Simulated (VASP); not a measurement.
**BiTe under changes of volume**

One of the cells (32.825 Å³/atom); the others are scaled copies at fixed shape and fractional positions:

```xyz
2
Lattice="0.0000 3.2019 3.2019 3.2019 0.0000 3.2019 3.2019 3.2019 0.0000" Properties=species:S:1:pos:R:3 pbc="T T T"
Bi    0.0000    0.0000    0.0000
Te    3.2019    3.2019    3.2019
```

```yaml
Program: VASP 6.6.1
Functional: PBEsol
Potentials_or_basis: VASP PAW PBE potentials, release 64 (Bi_d, Te)
Cutoff: 520 eV
k_mesh: 6 × 6 × 6
Occupations: fermi-dirac, width 0.05 eV
Spin: no spin polarisation
```

```csv
volume (Å³/atom),energy over the lowest point (meV/atom),pressure (GPa)
31.512,?,?
32.169,2.35,1.1
32.825,0.00,0.0
33.482,1.90,-1.1
34.138,7.64,-1.9
```

What does the run at 31.512 Å³/atom give?

Energy over the lowest point 9.39 meV/atom; pressure 2.3 GPa.

Worked out: A Birch-Murnaghan fit of order 2 (a polynomial in V^(-2/3)) to the other rows has its minimum at 32.85 Å³/atom with B0 = V·E''(V) = 52 GPa. It gives 9.40 meV/atom at 31.512 Å³/atom, against the run's 9.39, and -dE/dV = 2.3 GPa, against 2.3.

Energies are extrapolated to zero smearing.

Caveats: the PAW data sets were made with another functional, which shifts forces and pressure a little.
